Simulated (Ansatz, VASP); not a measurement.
**KAgF2 (alpha-NaFeO2 type (invented)) in two plane-wave programs**

Aim: how closely do two programs agree when they are given the same cell, functional and k mesh? The cell is generated by rule, not measured, and may not be a known phase. The cell is taken from a series of runs on this material, whose earlier steps may have relaxed, scaled, displaced or heated it; both programs get it as it stands.

Method: plane waves, with VASP 6.6.1 beside it; relaxation of cell and atoms at PBE, in Ansatz 0.2.0.

### Step 1. Set-up

It takes space group R-3m (No. 166, trigonal). Conventional cell: a = 3.718 Å, b = 3.718 Å, c = 17.695 Å, α = 90.00°, β = 90.00°, γ = 120.00°. Nearest to K lie 6 F at 2.66 Å. Ag has 6 F at 2.55 Å nearest. Nearest to F lie 3 Ag at 2.55 Å and 3 K at 2.66 Å. Farther neighbours and most contacts between anions are not listed.

### Step 2. Ansatz: relaxation of cell and atoms, PBE

Ansatz runs on its default PAW (the set named soft_2) files.

The relaxed volume is the usual yardstick between codes: in a stiff, nearly cubic crystal its relative difference is about their pressure difference at one cell divided by the bulk modulus.

input.yaml reads:

```yaml
crystal:
  lattice:
    - [1.8591995496, 1.0734091964, 5.898168424]
    - [-1.8591995496, 1.0734091964, 5.898168424]
    - [0.0, -2.1468188849, 5.8981683344]
  atoms:
    - { symbol: K, position: [1.0, 0.0, 0.0] }
    - { symbol: Ag, position: [0.5, 0.5, 0.5] }
    - { symbol: F, position: [0.2445780475, 0.2445780475, 0.2445780475] }
    - { symbol: F, position: [0.7554219525, 0.7554219525, 0.7554219525] }
kpoints:
  mp_grid: { grid: [9, 9, 9] }
hamiltonian:
  xc: pbe
scf:
  occupations: { method: fixed }
output:
  forces: true
  stress: true
  eigenvalues: true
relax:
  adjacent_minimum: "off"
  f_tol: 0.001
  max_steps: 60
  cell: { stress_tol: 0.01 }
```

Launch:

```console
$ ansatz run input.yaml --threads 2 --pin off --max-ram 5120MiB --backend cpu --events-out ev --progress --plain --runs-dir out
```

Numbers of over 12 decimals in the logs are rounded to 6 here.

The program printed:

```text
basis.fft_grid_basis auto: the FFT boxes are laid along the combinations [[1, 0, -1], [0, 1, -1], [0, 0, 1]] of the cell's own vectors, 3.718, 3.718 and 6.277 Å long. The dense box has 25×25×45 points. Along the cell's own vectors, as sized, it would have 45×45×45, 3.24 times as many. Of the 12 symmetry operations that the crystal satisfies within crystal.symmetry.tolerance (time reversal apart; of a slab, those that [...]
Engine: ansatz 0.2.0, aarch64-unknown-linux-gnu
Pseudopotentials: kind: paw
Pseudopotential: K, paw, valence charge 9, recommended cutoff 420 eV (normal), K.paw.azcp
Pseudopotential: Ag, paw, valence charge 19, recommended cutoff 420 eV (normal), Ag.paw.azcp
Pseudopotential: F, paw, valence charge 7, recommended cutoff 420 eV (normal), F.paw.azcp
Functional definition: PBE
  parameter kappa = 0.804
  parameter beta = 0.066725
  exchange = pbe_x(kappa = kappa, mu = beta*pi^2/3)
  correlation = pbe_c(beta = beta)
Crystal: 4 atoms, lattice volume = 70.625 Å³
Basis set: ecut = 420 eV, 1399 PW (Γ), FFT grids on a1−a3, a2−a3, a3, exchange–correlation on 50×50×90 points (8 copies of the dense FFT grid, shifted against one another)
Bands: 26, of which v1, the nominal top of the filled ones, is band 21 counted from 1 (20 counted from 0)
Symmetry: 12 space group operations
Space group: R-3m (ITA 166), of the structure as read, at distance tolerance 4.1e-5 Å
k-points: 85 of 729
Non-local potential: K, projectors of the file, l = 0: 3, l = 1: 2, l = 2: 2
Non-local potential: Ag, projectors of the file, l = 0: 3, l = 1: 2, l = 2: 2, l = 3: 1
Non-local potential: F, projectors of the file, l = 0: 2, l = 1: 2, l = 2: 1
PAW form: soft (Blöchl's): semilocal exchange-correlation on the pseudo side does not see the compensation charge
PAW one-centre angular grid: K, 110 points (default); XC on 64 Gauss nodes
PAW one-centre angular grid: Ag, 590 points (default); XC on 64 Gauss nodes
PAW one-centre angular grid: F, 110 points (default); XC on 64 Gauss nodes
Initial density: superposition of atomic densities (neutral atoms: chi_scale 0, normalization atom), corrected by the library's trained network
Initial wavefunctions: pseudopotential atomic-orbital guess
Functional: x = pbe(κ = 0.804, μ = 0.219515), c = pbe(β = 0.066725)
SCF iter   1: F=—  HF=-10746.758842 eV  |F-HF|=—  |Δ(HF+E_count)|=         —  Δρ=1.25e-3  dr2=4.91e-4  ethr=1.77e-3  ⟨swp⟩=4.8  Hψ=7892  notcnv=0  defer=217
preconditioner: auto → Resta (q_TF=auto, 2.502 Å⁻¹)  ε∞=4.4  [insulator: Δε(μ)=1.796 eV  Ē_g=13.509 eV  n_scr=22 (ndim 8)  ℏωp=25.0 eV  f_vac=0.115  ε∞_Penn≈4.4]
SCF iter   2: F=—  HF=-10746.759876 eV  |F-HF|=—  |Δ(HF+E_count)|=   1.03e-3  Δρ=7.46e-4  dr2=1.55e-4  ethr=1.17e-6  ⟨swp⟩=3.0  Hψ=5474  notcnv=0  defer=255
SCF iter   3: F=—  HF=-10746.759959 eV  |F-HF|=—  |Δ(HF+E_count)|=   8.35e-5  Δρ=3.21e-4  dr2=3.47e-5  ethr=3.70e-7  ⟨swp⟩=2.0  Hψ=3344  notcnv=0  defer=221
SCF iter   4: F=—  HF=-10746.760030 eV  |F-HF|=—  |Δ(HF+E_count)|=   7.03e-5  Δρ=1.15e-4  dr2=7.61e-6  ethr=8.26e-8  ⟨swp⟩=2.1  Hψ=2840  notcnv=0  defer=179
SCF iter   5: F=—  HF=-10746.760040 eV  |F-HF|=—  |Δ(HF+E_count)|=   1.02e-5  Δρ=1.81e-5  dr2=2.68e-7  ethr=1.81e-8  ⟨swp⟩=2.0  Hψ=2866  notcnv=0  defer=251
SCF iter   6: F=-10746.760040 eV  HF=-10746.760040 eV  |F-HF|=1.18e-8  |Δ(HF+E_count)|=   5.69e-7  Δρ=3.93e-6  dr2=1.05e-8  ethr=2.38e-10  ⟨swp⟩=9.6  Hψ=11722  notcnv=0
SCF 1 converged in 6 iterations: F = -10746.760040 eV  dr2 = 1.05e-8
  greatest PAW one-centre occupation: 1.000 electrons in one spin orbital (limit 2), on the Ag atom at site 1 (counted from 0), in its partial waves of l = 0
relax step   1: F+E_penalty+E_count = -10746.76004037 eV  Δ(F+E_penalty+E_count) = +0.000e0 eV  max|allowed force component| = 2.913e-4 eV/Å  Δτ_max = 0.0000 Å  P = +0.024 GPa  Ω = 70.625 Å³  (6 SCF iters, dr2 threshold 1.00e-7 eV, accepted)
[...]
relax step   2: F+E_penalty+E_count = -10746.75995010 eV  Δ(F+E_penalty+E_count) = +9.027e-5 eV  max|allowed force component| = 4.461e-4 eV/Å  Δτ_max = 0.0001 Å  P = -0.005 GPa  Ω = 70.668 Å³  energy of the carried Pulay correction = -9.736e-5 eV  (5 SCF iters, dr2 threshold 3.11e-9 eV, accepted)
[...]
relax step   3: F+E_penalty+E_count = -10746.75996033 eV  Δ(F+E_penalty+E_count) = -1.023e-5 eV  max|allowed force component| = 3.221e-4 eV/Å  Δτ_max = 0.0001 Å  P = -0.002 GPa  Ω = 70.664 Å³  energy of the carried Pulay correction = -8.815e-5 eV  (5 SCF iters, dr2 threshold 4.04e-10 eV, accepted)
[...]
relax step   4: F+E_penalty+E_count = -10746.76005451 eV  Δ(F+E_penalty+E_count) = -9.418e-5 eV  max|allowed force component| = 3.200e-4 eV/Å  Δτ_max = 0.0000 Å  P = +0.000 GPa  Ω = 70.664 Å³  stress off target by 5.66e-3 GPa  SCF on the basis re-selected at this cell (its energy is not comparable with the rows above)  (5 SCF iters)
basis re-selected at this cell: Δ(F+E_penalty+E_count) = -9.418e-5 eV, ΔP = +0.002 GPa vs the last step (what re-selecting the basis moved, of the pressure what is left beyond the Pulay correction that the steps carried, after the strain that the cell walked since its last selection, with what the two solves' SCF thresholds leave and, on support functions, any second-order correction that the steps lacked; it is no m [...]
SCF converged after 5 iterations
Free energy (F): -10746.760055 eV
Harris-Foulkes:  -10746.760055 eV  (|F-HF|=3.64e-12)
Internal energy: -10746.760055 eV  (E = F + TS)
E sigma→0 (E₀):  -10746.760055 eV
Fermi energy:    5.157527 eV
--- Per-component energies (eV) ---
  E_band       = -518.999148
  E_kinetic    = 1195.694254
  E_local      = -4894.041567  (includes V_loc(G=0)·N_el)
  E_nonlocal   = 244.416545
  E_hartree    = 2057.747485
  E_xc         = -478.209850
  E_vxc        = -602.149082  (∫ρ·V_xc dr)
  E_paw        = -5088.657316  (= ΣΔE_a)
  E_vpaw       = -578.418716  (= ΣTr[D̂ρ^β])
  E_aug_tail   = 0.004445  (compensation charges beyond the density's cutoff)
  E_ewald      = -3783.714049
  E_smearing   = -0.000000  (= −TS)
  E_closure    = -0.000000  (closes the sum)
  Σ components = -10746.760055   (vs F -10746.760055, Δ=0.00e0)
--- Forces (eV/Å), atoms counted from 1 ---
  atom   1  K      0.00000000    -0.00000000     0.00000000
  atom   2  Ag     0.00000000     0.00000000     0.00000000
  atom   3  F      0.00000000     0.00000000    -0.00032004
  atom   4  F      0.00000000    -0.00000000     0.00032004
  max |Σ_I F_I| component: 1.16e-18 eV/Å
--- Stress (GPa, compression-positive) ---
        0.002870       0.000000       0.000000
        0.000000       0.002870       0.000000
        0.000000       0.000000      -0.005660
  P = ⅓ Tr σ = 0.0000 GPa (0.000 kbar)
--- Band table (eV; the first three rows and the last of 85) ---
  k-point 0: bands = [... 17 lower, 4.1357, 4.2673, 5.0793, 5.0793, 6.9564, 11.9561, 12.4134, 14.7814, ... 1 higher]
  k-point 1: bands = [... 17 lower, 4.1906, 4.2898, 5.0720, 5.0835, 7.2815, 11.9730, 12.6100, 14.6824, ... 1 higher]
  k-point 2: bands = [... 17 lower, 4.2967, 4.3485, 4.9950, 5.0999, 8.0796, 11.9917, 13.1417, 14.6071, ... 1 higher]
  k-point 84: bands = [... 17 lower, 4.1922, 4.2723, 5.0509, 5.1281, 8.0312, 10.3470, 13.1233, 14.3356, ... 1 higher]
--- Relaxed structure (3 steps of the walk, 3 accepted, 1 SCFs on fresh bases) ---
  F+E_penalty+E_count = -10746.76005451 eV   max|allowed force component| = 3.200e-4 eV/Å   (the final SCF, on the basis selected at the relaxed cell)
  cell:  # Å, volume = 70.6637 Å³
    - [1.860183, 1.073977, 5.895145]
    - [-1.860183, 1.073977, 5.895145]
    - [0, -2.147954, 5.895145]
  atoms:
    - { symbol: K, position: [1.0, -5.551115123125783e-17, 1.1102230246251565e-16] }
    - { symbol: Ag, position: [0.5, 0.5, 0.5] }
    - { symbol: F, position: [0.244564, 0.244564, 0.244564] }
    - { symbol: F, position: [0.755436, 0.755436, 0.755436] }
```

The column dr2 measures how far the density is from self-consistency, as an energy; F and HF (Harris–Foulkes) agree once it is small.

### Step 3. VASP: relaxation of cell and atoms, PBE

The same cell, functional and mesh now go to VASP, with its own data sets.

Lines of VASP's logs that name or quote its potential files are left out, and so is its time.

INCAR reads:

```
SYSTEM = KAgF2
PREC = Accurate
ENCUT = 600
EDIFF = 1E-07
NELM = 120
ISMEAR = 0
SIGMA = 0.01
LREAL = .FALSE.
ALGO = Normal
GGA = PE
NBANDS = 23
LASPH = .TRUE.
LORBIT = 11
LWAVE = .FALSE.
LCHARG = .FALSE.
ISIF = 3
IBRION = 2
NSW = 80
EDIFFG = -0.005
GGA_COMPAT = .FALSE.
NELMIN = 4
EFERMI = MIDGAP
```

POSCAR reads:

```
KAgF2
1.0
    1.8592000000      1.0734090000      5.8981680000
   -1.8592000000      1.0734090000      5.8981680000
    0.0000000000     -2.1468190000      5.8981680000
K Ag F
1 1 2
Direct
    0.0000000000      0.0000000000      0.0000000000
    0.5000001341      0.5000001341      0.4999999012
    0.2445781284      0.2445781284      0.2445780145
    0.7554221399      0.7554221399      0.7554217880
```

KPOINTS reads:

```
Automatic mesh
0
Gamma
9 9 9
0 0 0
```

PAW data sets: K_sv, Ag and F (PBE family, release 64).

Launch:

```console
$ mpirun -np 1 vasp_std
```

The program printed:

```text
[banner, memory and clock lines left out]
running    1 mpi-ranks, on    1 nodes
 distrk:  each k-point on    1 cores,    1 groups
 distr:  one band on    1 cores,    1 groups

 POSCAR found type information on POSCAR K AgF
 POSCAR found :  3 types and       4 ions
 LDA part: xc-table for (Slater+PW92), standard interpolation
 POSCAR, INCAR and KPOINTS ok, starting setup
 FFT: planning ... GRIDC
 FFT: planning ... GRID_SOFT
 FFT: planning ... GRID
 WAVECAR not read
 entering main loop
       N       E                     dE             d eps       ncg     rms          rms(c)
DAV:   1     0.285356930871E+03    0.28536E+03   -0.19696E+04  3910   0.161E+03
DAV:   2     0.748879222322E+00   -0.28461E+03   -0.26890E+03  4302   0.386E+02
DAV:   3    -0.164458151260E+02   -0.17195E+02   -0.17071E+02  4934   0.924E+01
DAV:   4    -0.169318445320E+02   -0.48603E+00   -0.48572E+00  5806   0.126E+01
DAV:   5    -0.169362460227E+02   -0.44015E-02   -0.44012E-02  5018   0.125E+00    0.865E+00
DAV:   6    -0.147580149381E+02    0.21782E+01   -0.85780E+00  4589   0.223E+01    0.549E+00
DAV:   7    -0.146992710913E+02    0.58744E-01   -0.45138E-01  4032   0.587E+00    0.319E+00
DAV:   8    -0.146733209222E+02    0.25950E-01   -0.12989E-01  4617   0.330E+00    0.397E-01
DAV:   9    -0.146734904556E+02   -0.16953E-03   -0.12534E-02  4875   0.825E-01    0.150E-01
DAV:  10    -0.146746106589E+02   -0.11202E-02   -0.98771E-04  4509   0.303E-01    0.470E-02
DAV:  11    -0.146748790380E+02   -0.26838E-03   -0.35533E-04  4471   0.144E-01    0.139E-02
DAV:  12    -0.146748881351E+02   -0.90970E-05   -0.29216E-05  5362   0.409E-02    0.714E-03
DAV:  13    -0.146748905685E+02   -0.24334E-05   -0.39529E-06  4554   0.152E-02    0.273E-03
DAV:  14    -0.146748909347E+02   -0.36612E-06   -0.78345E-07  4936   0.634E-03    0.996E-04
DAV:  15    -0.146748909479E+02   -0.13226E-07   -0.77111E-08  3222   0.284E-03
   1 F= -.14674891E+02 E0= -.14674891E+02  d E =-.146749E+02
[...]
2 F= -.14674981E+02 E0= -.14674981E+02  d E =-.899509E-04
[...]
3 F= -.14675006E+02 E0= -.14675006E+02  d E =-.115160E-03
[...]
4 F= -.14675006E+02 E0= -.14675006E+02  d E =-.115247E-03
[...]
5 F= -.14675005E+02 E0= -.14675005E+02  d E =-.114408E-03
[...]
6 F= -.14675007E+02 E0= -.14675007E+02  d E =-.115825E-03
[...]
7 F= -.14675027E+02 E0= -.14675027E+02  d E =-.200751E-04
 trial-energy change:   -0.000020  1 .order   -0.000020   -0.000023   -0.000017
 step:   4.3932(harm=  4.3932)  dis= 0.00317  next Energy=   -14.675050 (dE=-0.429E-04)
 bond charge predicted
       N       E                     dE             d eps       ncg     rms          rms(c)
DAV:   1    -0.146750494486E+02   -0.22528E-04   -0.83984E-02  3910   0.215E+00    0.101E-01
DAV:   2    -0.146750771759E+02   -0.27727E-04   -0.21159E-03  4414   0.337E-01    0.310E-02
DAV:   3    -0.146750573610E+02    0.19815E-04   -0.28583E-05  4835   0.703E-02    0.197E-02
DAV:   4    -0.146750513166E+02    0.60444E-05   -0.14558E-05  5907   0.327E-02    0.101E-02
DAV:   5    -0.146750500171E+02    0.12995E-05   -0.27211E-06  5484   0.142E-02    0.228E-03
DAV:   6    -0.146750497828E+02    0.23430E-06   -0.63738E-07  4990   0.978E-03    0.160E-03
DAV:   7    -0.146750496003E+02    0.18249E-06   -0.10672E-07  2816   0.364E-03    0.594E-04
DAV:   8    -0.146750495629E+02    0.37388E-07   -0.49270E-08  2543   0.187E-03
   8 F= -.14675050E+02 E0= -.14675050E+02  d E =-.427902E-04
 curvature:  -2.69 expect dE=-0.798E-05 dE for cont linesearch -0.282E-09
 trial: gam= 0.09875 g(F)=  0.231E-06 g(S)=  0.273E-05 ort =-0.500E-07 (trialstep = 0.183E+01)
 search vector abs. value=  0.319E-05
 reached required accuracy - stopping structural energy minimisation
```

From OUTCAR (step 3):

```text
ion  position               nearest neighbor table
   1  0.000  0.000  0.000-   3 2.66   3 2.66   3 2.66   4 2.66   4 2.66   4 2.66   2 3.65   2 3.65
                             2 3.65   2 3.65   2 3.65   2 3.65
   2  0.500  0.500  0.500-   4 2.55   4 2.55   3 2.55   3 2.55   4 2.55   3 2.55   1 3.65   1 3.65
                             1 3.65   1 3.65   1 3.65   1 3.65
   3  0.245  0.245  0.245-   2 2.55   2 2.55   2 2.55   1 2.66   1 2.66   1 2.66
   4  0.755  0.755  0.755-   2 2.55   2 2.55   2 2.55   1 2.66   1 2.66   1 2.66

  LATTYP: Found a trigonal (rhomboedric) cell.
 ALAT       =     6.2767202644
 COS(alpha) =     0.8245244269

 Subroutine GETGRP returns: Found 12 space group operations
 (whereof 12 operations were pure point group operations)

The static configuration has the point symmetry D_3d.

 Found     85 irreducible k-points:

   k-points           NKPTS =     85   k-points in BZ     NKDIM =     85   number of bands    NBANDS=     23

   dimension x,y,z NGX =    50 NGY =   50 NGZ =   50
   dimension x,y,z NGXF=   100 NGYF=  100 NGZF=  100

   ENCUT  =  600.0 eV  44.10 Ry    6.64 a.u.  12.54 12.54 12.54*2*pi/ulx,y,z

   NELECT =      34.0000    total number of electrons

 k-points in reciprocal lattice and weights: Automatic mesh
   0.00000000  0.00000000  0.00000000       0.001
   0.11111111 -0.00000000 -0.00000000       0.008
   0.22222222 -0.00000000  0.00000000       0.008
   0.33333333 -0.00000000 -0.00000000       0.008
   0.44444444 -0.00000000  0.00000000       0.008
   0.11111111  0.11111111 -0.00000000       0.008
   0.22222222  0.11111111 -0.00000000       0.016
   0.33333333  0.11111111 -0.00000000       0.016
   0.44444444  0.11111111  0.00000000       0.016
[...]
0.44444444  0.44444444  0.44444444       0.003
  -0.44444444  0.44444444  0.44444444       0.008

 average (electrostatic) potential at core
       1 -34.7213       2 -75.3449       3 -77.0779       4 -77.0778

 E-fermi :   1.2720

 k-point     1 :       0.0000    0.0000    0.0000
  band No.  band energies     occupation
    ...
     13      -0.6458      2.00000
     14      -0.6458      2.00000
     15      -0.5156      2.00000
     16       0.3087      2.00000
     17       0.3087      2.00000
     18       2.1591      0.00000
     19       7.1537      0.00000
     20       7.5889      0.00000
     21       9.9917      0.00000
     22       9.9917      0.00000
    ...

 k-point     2 :       0.1111   -0.0000   -0.0000
  band No.  band energies     occupation
    ...
     13      -0.6353      2.00000
     14      -0.5905      2.00000
     15      -0.4929      2.00000
     16       0.3001      2.00000
     17       0.3126      2.00000
     18       2.4865      0.00000
     19       7.1680      0.00000
     20       7.7883      0.00000
     21       9.8899      0.00000
     22      10.1630      0.00000
    ...

 k-point     3 :       0.2222   -0.0000    0.0000
  band No.  band energies     occupation
    ...
     13      -0.6603      2.00000
     14      -0.4832      2.00000
     15      -0.4339      2.00000
     16       0.2206      2.00000
     17       0.3283      2.00000
     18       3.2902      0.00000
     19       7.1802      0.00000
     20       8.3272      0.00000
     21       9.8133      0.00000
     22      10.5339      0.00000
    ...

  Total        0.0071313      0.0071313     -0.0111830      0.0000000      0.0000000      0.0000000
  in kB        0.1621958      0.1621957     -0.2543484      0.0000000      0.0000000      0.0000000
  external PRESSURE =       0.0233477 kB  Pullay stress =       0.0000000 kB

  energy-cutoff  :      600.00
  volume of cell :       70.44
      direct lattice vectors                 reciprocal lattice vectors
     1.858062108  1.072752039  5.890171235     0.269097571  0.155363597  0.056591459
    -1.858062108  1.072752039  5.890171235    -0.269097571  0.155363597  0.056591459
    -0.000000000 -2.145505076  5.890171235     0.000000000 -0.310727193  0.056591433

 POSITION                                       TOTAL-FORCE (eV/Angst)
 -----------------------------------------------------------------------------------
     -0.00000      0.00000      0.00000         0.000000      0.000000     -0.000000
     -0.00000      0.00000      8.83526         0.000000      0.000000      0.000000
     -0.00000      0.00000      4.31677         0.000000     -0.000000      0.001548
     -0.00000      0.00000     13.35375        -0.000000      0.000000     -0.001548
 -----------------------------------------------------------------------------------
    total drift:                                0.000000     -0.001997     -0.004079

  FREE ENERGIE OF THE ION-ELECTRON SYSTEM (eV)
  ---------------------------------------------------
  free  energy   TOTEN  =       -14.6750495629 eV

  energy  without entropy=      -14.6750495629  energy(sigma->0) =      -14.67504956

 reached required accuracy - stopping structural energy minimisation

 total charge
# of ion       s       p       d       tot
------------------------------------------
    1        1.958   5.594   0.033   7.585
    2        0.134   0.092   9.421   9.648
    3        1.731   4.312   0.000   6.043
    4        1.731   4.312   0.000   6.043
--------------------------------------------------
tot          5.554  14.309   9.455  29.318

[... 3 further parts left out ...]
```

The gap is read on the k-mesh alone, so it is an upper bound where the band edges lie off the mesh. The run keeps the 12 symmetry operations of its start, so it cannot find a distortion of lower symmetry.

### Step 4. Differences

Known differences besides the potentials themselves: fixed occupations in Ansatz, narrow Gaussian smearing in VASP; the data sets hold 42 valence electrons in Ansatz (on its default PAW (the set named soft_2) files) and 34 in VASP; the cutoff is 420 eV in Ansatz and 600 eV in VASP; Ansatz adds a Pulay correction to the stress that steers its cell, VASP none. Total energies have different zeros and are not compared.

Compared:

```
                                         quantity  Ansatz   VASP  difference
                                      volume (Å³)   70.66  70.44     +0.31 %
edge a after relaxation, in the typed setting (Å)   6.274  6.269     +0.09 %
```

### Step 5. Summary of results

```
difference in volume (relaxation of cell and atoms, PBE) : 0.31 %
```

The difference in volume is 0.31 % (relaxation of cell and atoms, PBE), within the 1.2 % picked in this series as the mark of a large difference, as far as the stopping tolerances let one tell. The data sets hold unlike numbers of valence electrons (42 in Ansatz and 34 in VASP), so part of the differences comes from the potentials. How closely two codes agree says nothing of how well the functional describes the real material.

[Lines on the potential files, build, host, timing and source positions are cut from VASP's logs without a mark.]

[Logs are printed without paths, hosts, clocks, repeated set-up lines and the standing remarks that a program may print on its own settings, such as how far it seeks lower states.]

[Hosts, paths, dates, database ids (printed as entryN), source tags and the programs' standing remarks are cut or masked in the printed files.]
